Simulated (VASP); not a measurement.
SnS$_{2}$ (space group Fd-3m): computed properties

Computed with PBEsol GGA, VASP's PBE PAW potentials (set 64) (plane waves; VASP).

```yaml
space_group: Fd-3m (227)
cell: a = b = c = 10.3568 Å, α = β = γ = 90.00°
volume_per_atom: 23.14 Å³/atom
band gap (over mesh and band path): 1.07 eV
smallest direct gap (over mesh and band path): 1.17 eV
band_edge_character: indirect, K-Γ at 0.14 to Γ
density: 4.37 g/cm³
```

Space group Fd-3m, origin choice 1 (No. 227); a = b = c = 10.3568 Å, α = β = γ = 90.00°

```
atom  site  symmetry       x       y       z
----  ----  --------  ------  ------  ------
Sn     16d      .-3m  0.6250  0.6250  0.6250
S      32e       .3m  0.3767  0.3767  0.3767
```
(The calculation used a cell of 12 atoms; values per cell refer to that cell.)

Unless said otherwise, spin-orbit coupling is left out, though it shifts the bands of the heavy elements here.

The structure comes from a computed database's SnS2 entry (Fd-3m); how it stands against other phases isn't given here. It was relaxed first. Symmetry was kept, so distortions that lower it aren't found.
